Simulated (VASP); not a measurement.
Input:

```
NbSi
1.0
    3.00518     0.00000     0.00000
   -1.50259     2.60256     0.00000
    0.00000     0.00000     8.02946
Nb Si
2 2
Cartesian
  0.00000   0.00000   8.02946
  0.00000   0.00000   4.01473
  0.00000   1.73504   2.00736
  1.50259   0.86752   6.02209
```

Level of theory: PBEsol GGA, VASP's PBE PAW potentials (set 64) (plane waves; VASP). Run with 400 eV cut-off, 13×13×5 Γ-centred mesh, tetrahedra with Blöchl corrections, potentials Nb_sv Si.

The cores are frozen, which limits the accuracy of field gradients.

Problem. Give the principal components of the electric field gradient (V/Å²) and the asymmetry η at each nucleus.

Solution. 
```tsv
atom	Vxx	Vyy	Vzz	η
Nb1	-40.1	-40.1	80.1	0.00
Nb2	-40.1	-40.1	80.1	0.00
Si3	36.1	36.1	-72.2	0.00
Si4	36.1	36.1	-72.2	0.00
```

The structure was generated: NbSi was put into the NiAs type type (P6_3/mmc), which need not be its known phase. It was relaxed first, which changed the volume by -38 %.
